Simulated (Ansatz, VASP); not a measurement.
# Cross-check of Mg (Magnesium) between VASP and Ansatz, part 2 of 2

Aim: how closely do two programs agree when they are given the same cell, functional and k mesh? The structure shown comes from an earlier Ansatz run, which isn't shown and may have moved the atoms alone.

VASP 6.6.1 and Ansatz 0.2.0.

So far: The starting structure; Ansatz: elastic constants, PBEsol.

### 3. VASP: elastic constants, PBEsol

Level of this step: PBEsol; plane waves and PAW (Mg) (VASP).

The same cell, functional, mesh and smearing now go to VASP, with its own data sets.

Lines of VASP's logs that name or quote its potential files are left out, and so is its time.

INCAR reads:

```
SYSTEM = Mg
PREC = Accurate
ENCUT = 600
EDIFF = 1E-08
NELM = 120
ISMEAR = -1
SIGMA = 0.15
LREAL = .FALSE.
ALGO = Normal
GGA = PS
NBANDS = 8
LORBIT = 11
LWAVE = .FALSE.
LCHARG = .FALSE.
ISIF = 3
IBRION = 6
NFREE = 2
POTIM = 0.015
NSW = 1
LASPH = .TRUE.
GGA_COMPAT = .FALSE.
KPAR = 2
```

POSCAR reads:

```
Mg
1.0
    3.1792900895      0.0000000000      0.0000000000
   -1.5896450447      2.7533459835      0.0000000000
    0.0000000000      0.0000000000      5.1564123077
Mg
2
Direct
    0.3333333333      0.6666666667      0.2500000000
    0.6666666667      0.3333333333      0.7500000000
```

KPOINTS reads:

```
Automatic mesh
0
Gamma
18 18 10
0 0 0
```

Potentials, in the order of the species: Mg (PBE family, release 64).

Started as:

```
$ mpirun -np 2 vasp_std
```

Numbers of over 12 decimals in the logs are rounded to 6 here.

The program printed:

```text
[banner, memory and clock lines left out]
running    2 mpi-ranks, on    1 nodes
 distrk:  each k-point on    1 cores,    2 groups
 distr:  one band on    1 cores,    1 groups

 POSCAR found type information on POSCAR Mg
 POSCAR found :  1 types and       2 ions
|                                                                             |
|               ----> ADVICE to this user running VASP <----                  |
|                                                                             |
|     You enforced a specific xc type in the INCAR file but a different       |
|     [... a line on the potential file left out ...]
|     I HOPE YOU KNOW WHAT YOU ARE DOING!                                     |
|                                                                             |

 LDA part: xc-table for (Slater+PW92), standard interpolation
 POSCAR, INCAR and KPOINTS ok, starting setup
 FFT: planning ... GRIDC
 FFT: planning ... GRID_SOFT
 FFT: planning ... GRID
 WAVECAR not read
 entering main loop
       N       E                     dE             d eps       ncg     rms          rms(c)
DAV:   1    -0.841894223549E+00   -0.84189E+00   -0.14640E+03  3552   0.402E+02
DAV:   2    -0.348324882472E+01   -0.26414E+01   -0.25443E+01  4760   0.228E+01
DAV:   3    -0.349807758064E+01   -0.14829E-01   -0.14803E-01  4872   0.226E+00
DAV:   4    -0.349811611898E+01   -0.38538E-04   -0.38538E-04  4944   0.933E-02
DAV:   5    -0.349811624400E+01   -0.12503E-06   -0.12517E-06  4896   0.377E-03    0.958E-01
DAV:   6    -0.348760519094E+01    0.10511E-01   -0.59108E-04  4232   0.179E-01    0.610E-01
DAV:   7    -0.347811726713E+01    0.94879E-02   -0.24405E-03  3944   0.326E-01    0.312E-02
DAV:   8    -0.347812196633E+01   -0.46992E-05   -0.17159E-05  5432   0.292E-02    0.622E-03
DAV:   9    -0.347812170340E+01    0.26293E-06   -0.87408E-07  4104   0.446E-03    0.575E-04
DAV:  10    -0.347812156607E+01    0.13733E-06   -0.35381E-09  5272   0.366E-04    0.125E-04
DAV:  11    -0.347812155912E+01    0.69508E-08   -0.18081E-10  2464   0.114E-04
   1 F= -.34781216E+01 E0= -.34478313E+01  d E =-.605805E-01
[... from here on, the cycles between the ionic steps are left out ...]
   2 F= -.34757733E+01 E0= -.34451874E+01  d E =-.611719E-01
   3 F= -.34760694E+01 E0= -.34460584E+01  d E =-.600219E-01
   6 F= -.34758382E+01 E0= -.34450103E+01  d E =-.616557E-01
   7 F= -.34761067E+01 E0= -.34464165E+01  d E =-.593804E-01
   8 F= -.34773678E+01 E0= -.34470614E+01  d E =-.606128E-01
   9 F= -.34773678E+01 E0= -.34470614E+01  d E =-.606128E-01
  10 F= -.34775375E+01 E0= -.34472813E+01  d E =-.605123E-01
  11 F= -.34775375E+01 E0= -.34472813E+01  d E =-.605123E-01
  12 F= -.34775380E+01 E0= -.34472798E+01  d E =-.605164E-01
  13 F= -.34775380E+01 E0= -.34472798E+01  d E =-.605164E-01
  14 F= -.34780400E+01 E0= -.34477495E+01  d E =-.605810E-01
  15 F= -.34780400E+01 E0= -.34477495E+01  d E =-.605810E-01
  16 F= -.34778016E+01 E0= -.34475118E+01  d E =-.605796E-01
 Finite differences progress:
  Degree of freedom:   8/  8
  Displacement:        1/  2
  Total:              15/ 16
 bond charge predicted
       N       E                     dE             d eps       ncg     rms          rms(c)
DAV:   1    -0.347793454181E+01   -0.13297E-03   -0.43872E-02  5336   0.997E-01    0.431E-02
DAV:   2    -0.347781718637E+01    0.11736E-03   -0.11967E-03  7016   0.159E-01    0.199E-02
DAV:   3    -0.347780010054E+01    0.17086E-04   -0.14987E-04  6008   0.381E-02    0.758E-03
DAV:   4    -0.347780158193E+01   -0.14814E-05   -0.61417E-06  6144   0.172E-02    0.844E-04
DAV:   5    -0.347780157230E+01    0.96297E-08   -0.45009E-08  8024   0.979E-04
  17 F= -.34778016E+01 E0= -.34475118E+01  d E =-.605796E-01
 Finite differences progress:
  Degree of freedom:   8/  8
  Displacement:        2/  2
  Total:              16/ 16
```

From OUTCAR (step 3):

```text
ion  position               nearest neighbor table
   1  0.333  0.667  0.250-   2 3.16   2 3.16   2 3.16   2 3.16   2 3.16   2 3.16
   2  0.667  0.333  0.750-   1 3.16   1 3.16   1 3.16   1 3.16   1 3.16   1 3.16

  LATTYP: Found a hexagonal cell.
 ALAT       =     3.1792900895
 C/A-ratio  =     1.6218753755

 Subroutine GETGRP returns: Found 24 space group operations
 (whereof 12 operations were pure point group operations)

The static configuration has the point symmetry D_3d.
 The point group associated with its full space group is D_6h.

 Found    222 irreducible k-points:

   k-points           NKPTS =    222   k-points in BZ     NKDIM =    222   number of bands    NBANDS=      8

   dimension x,y,z NGX =    28 NGY =   28 NGZ =   42
   dimension x,y,z NGXF=    56 NGYF=   56 NGZF=   84

   ENCUT  =  600.0 eV  44.10 Ry    6.64 a.u.   6.35  6.35 10.30*2*pi/ulx,y,z

   NELECT =       4.0000    total number of electrons

 k-points in reciprocal lattice and weights: Automatic mesh
   0.00000000  0.00000000  0.00000000       0.000
   0.05555556  0.00000000  0.00000000       0.002
   0.11111111  0.00000000  0.00000000       0.002
   0.16666667  0.00000000  0.00000000       0.002
   0.22222222  0.00000000  0.00000000       0.002
   0.27777778  0.00000000  0.00000000       0.002
   0.33333333  0.00000000  0.00000000       0.002
   0.38888889  0.00000000  0.00000000       0.002
   0.44444444  0.00000000  0.00000000       0.002
[...]
0.33333333  0.27777778  0.50000000       0.004
   0.33333333  0.33333333  0.50000000       0.001

 average (electrostatic) potential at core
       1 -38.8128       2 -38.8127

 E-fermi :   2.6811

 k-point     1 :       0.0000    0.0000    0.0000
  band No.  band energies     occupation
      1      -4.3221      2.00000
      2       0.9726      1.99998
      3       1.4532      1.99944
      4      13.6942      0.00000
      5      13.6942      0.00000
      6      13.8437      0.00000
      7      13.8437      0.00000
      8      14.6036      0.00000

 k-point     2 :       0.0556    0.0000    0.0000
  band No.  band energies     occupation
      1      -4.2607      2.00000
      2       1.0285      1.99997
      3       1.5128      1.99917
      4      12.2753      0.00000
      5      12.8992      0.00000
      6      13.6757      0.00000
      7      14.7241      0.00000
      8      15.2693      0.00000

 k-point     3 :       0.1111    0.0000    0.0000
  band No.  band energies     occupation
      1      -4.0767      2.00000
      2       1.1965      1.99990
      3       1.6908      1.99729
      4      10.5559      0.00000
      5      12.1325      0.00000
      6      12.9152      0.00000
      7      15.2999      0.00000
      8      15.4591      0.00000

  Total       -0.0154357     -0.0154357     -0.0120630     -0.0000000     -0.0000000     -0.0000000
  in kB       -0.5478978     -0.5478978     -0.4281820     -0.0000000     -0.0000000     -0.0000000
  external PRESSURE =      -0.5079925 kB  Pullay stress =       0.0000000 kB

  energy-cutoff  :      600.00
  volume of cell :       45.14
      direct lattice vectors                 reciprocal lattice vectors
     3.179290089  0.000000000  0.000000000     0.314535626  0.181597229  0.000000000
    -1.589645045  2.753345984  0.000000000     0.000000000  0.363194457  0.000000000
     0.000000000  0.000000000  5.156412308     0.000000000  0.000000000  0.193933289

 POSITION                                       TOTAL-FORCE (eV/Angst)
 -----------------------------------------------------------------------------------
     -0.00000      1.83556      1.27410         0.000000      0.000000      0.042667
      1.58965      0.91778      3.86731         0.000000     -0.000000     -0.042667
 -----------------------------------------------------------------------------------
    total drift:                                0.000000     -0.000000      0.000015

  FREE ENERGIE OF THE ION-ELECTRON SYSTEM (eV)
  ---------------------------------------------------
  free  energy   TOTEN  =        -3.4778015723 eV

  energy  without entropy=       -3.4172219424  energy(sigma->0) =       -3.44751176

  SYMMETRIZED ELASTIC MODULI (kBar)
 Direction    XX          YY          ZZ          XY          YZ          ZX
 --------------------------------------------------------------------------------
 XX         694.9038    219.1790    215.9156      0.0000      0.0000     -0.0000
 YY         219.1790    694.9038    215.9156      0.0000     -0.0000     -0.0000
 ZZ         215.9156    215.9156    679.3695      0.0000     -0.0000      0.0000
 XY           0.0000      0.0000      0.0000    237.8624      0.0000     -0.0000
 YZ          -0.0000      0.0000     -0.0000     -0.0000    184.5536      0.0000
 ZX           0.0000      0.0000      0.0000     -0.0000      0.0000    184.5536
 --------------------------------------------------------------------------------

 Eigenvectors and eigenvalues of the dynamical matrix
 ----------------------------------------------------

   1 f  =    7.563507 THz    47.522915 2PiTHz  252.291431 cm-1    31.280137 meV
             X         Y         Z           dx          dy          dz
     -0.000000  1.835564  1.289103     0.000000    0.000000    0.707107
      1.589645  0.917782  3.867309     0.000000   -0.000000   -0.707107

   2 f  =    3.817681 THz    23.987200 2PiTHz  127.344146 cm-1    15.788655 meV
             X         Y         Z           dx          dy          dz
     -0.000000  1.835564  1.289103    -0.533997   -0.463516   -0.000000
      1.589645  0.917782  3.867309     0.533997    0.463516   -0.000000

   3 f  =    3.817681 THz    23.987200 2PiTHz  127.344146 cm-1    15.788655 meV
             X         Y         Z           dx          dy          dz
     -0.000000  1.835564  1.289103    -0.463516    0.533997    0.000000
      1.589645  0.917782  3.867309     0.463516   -0.533997    0.000000

   4 f  =    0.000000 THz     0.000000 2PiTHz    0.000002 cm-1     0.000000 meV
             X         Y         Z           dx          dy          dz
     -0.000000  1.835564  1.289103    -0.527182   -0.135797    0.451263
      1.589645  0.917782  3.867309    -0.527182   -0.135797    0.451263

   5 f  =    0.000000 THz     0.000000 2PiTHz    0.000001 cm-1     0.000000 meV
             X         Y         Z           dx          dy          dz
     -0.000000  1.835564  1.289103     0.461947   -0.015023    0.535144
      1.589645  0.917782  3.867309     0.461947   -0.015023    0.535144

   6 f/i=    0.000000 THz     0.000000 2PiTHz    0.000002 cm-1     0.000000 meV
             X         Y         Z           dx          dy          dz
     -0.000000  1.835564  1.289103     0.093185   -0.693782   -0.099916
      1.589645  0.917782  3.867309     0.093185   -0.693782   -0.099916

 ELASTIC MODULI CONTR FROM IONIC RELAXATION (kBar)
 Direction    XX          YY          ZZ          XY          YZ          ZX
 --------------------------------------------------------------------------------
 XX         -35.9086     35.9086      0.0000     -0.0000      0.0000     -0.0000
 YY          35.9086    -35.9086     -0.0000     -0.0000      0.0000      0.0000
 ZZ           0.0000     -0.0000     -0.0000      0.0000      0.0000     -0.0000
 XY          -0.0000     -0.0000      0.0000    -35.9086      0.0000      0.0000
 YZ           0.0000      0.0000      0.0000      0.0000      0.0000      0.0000
 ZX          -0.0000      0.0000     -0.0000      0.0000      0.0000     -0.0000
 --------------------------------------------------------------------------------

 TOTAL ELASTIC MODULI (kBar)
 Direction    XX          YY          ZZ          XY          YZ          ZX
 --------------------------------------------------------------------------------
 XX         658.9952    255.0876    215.9156      0.0000      0.0000     -0.0000
 YY         255.0876    658.9952    215.9156      0.0000     -0.0000     -0.0000
 ZZ         215.9156    215.9156    679.3695      0.0000     -0.0000     -0.0000
 XY           0.0000      0.0000      0.0000    201.9538      0.0000     -0.0000
 YZ          -0.0000      0.0000     -0.0000     -0.0000    184.5536      0.0000
 ZX          -0.0000      0.0000     -0.0000     -0.0000      0.0000    184.5536
 --------------------------------------------------------------------------------

 total charge
# of ion       s       p       d       tot
------------------------------------------
    1        0.209   0.129   0.012   0.350
    2        0.209   0.129   0.012   0.350
--------------------------------------------------
tot          0.419   0.258   0.024   0.700

[... 3 further parts left out ...]
```

Levels, forces or a CONTCAR printed for this step are those of its last displaced cell, not of the structure at rest.

### 4. Comparison

Known differences besides the potentials themselves: the data sets hold 20 valence electrons in Ansatz (on its default PAW (the set named soft_2) files) and 4 in VASP; the cutoff is 550 eV in Ansatz and 600 eV in VASP; Ansatz makes its cores anew for this functional, VASP keeps those of its PBE data sets; VASP takes each elastic constant from one size of strain, Ansatz from those that its log lists. Total energies have different zeros and are not compared.

Compared:

```csv
quantity,Ansatz,VASP,difference
C11 (GPa),65.2,65.9,-0.99 %
C22 (GPa),65.2,65.9,-0.99 %
C33 (GPa),67.1,67.9,-1.20 %
C12 (GPa),25.1,25.5,-1.43 %
C13 (GPa),21.3,21.6,-1.21 %
C23 (GPa),21.3,21.6,-1.21 %
C44 (GPa),18.2,18.5,-1.24 %
C55 (GPa),18.2,18.5,-1.24 %
C66 (GPa),20.0,20.2,-0.74 %
```

### 5. Outcome

```json
{
  "difference in C12 (elastic constants, PBEsol)": "-1.4 %"
}
```

The difference in C12 is -1.4 % (elastic constants, PBEsol), within the 5 % picked in this series as the mark of a large difference. The data sets hold unlike numbers of valence electrons (20 in Ansatz and 4 in VASP), so part of the differences comes from the potentials. Such differences can come from data sets, numerical settings and the points named under the comparisons, not from the functional's error against experiment.

[Lines on the potential files, build, host, timing and source positions are cut from VASP's logs without a mark.]

[Logs are printed without paths, hosts, clocks, repeated set-up lines and the standing remarks that a program may print on its own settings, such as how far it seeks lower states.]

[Hosts, paths, dates, database ids (printed as entryN), source tags and the programs' standing remarks are cut or masked in the printed files.]
